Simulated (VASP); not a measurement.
```
NbAs
1.0
   -1.76222     1.76222     6.00364
    1.76222    -1.76222     6.00364
    1.76222     1.76222    -6.00364
Nb As
2 2
Direct
  0.74972   0.74972   0.00000
  0.49972   0.99972   0.50000
  0.16728   0.16728   0.00000
  0.91728   0.41728   0.50000
```

Method: PBE GGA, VASP's PBE PAW potentials (set 64) (plane waves; VASP). Settings: 300 eV cut-off, 9×9×9 Γ-centred mesh, Gaussian smearing of 0.10 eV, potentials Nb_sv As.

At this cut-off the stress carries a Pulay error, which pulls relaxed volumes low.

What does the run give for the energy per atom (σ→0), pressure, band gap (on the k-mesh) with the smallest direct gap where there is one?

band gap (on the k-mesh): none (metal, semimetal or under 0.01 eV)
energy per atom (σ→0): -8.110 eV/atom
pressure: -77.5 kbar

The absolute energy has meaning only against runs of the same code, potentials and settings.

The structure comes from a computed database's NbAs entry; how it stands against other phases isn't given here. The cell was not relaxed at this level.
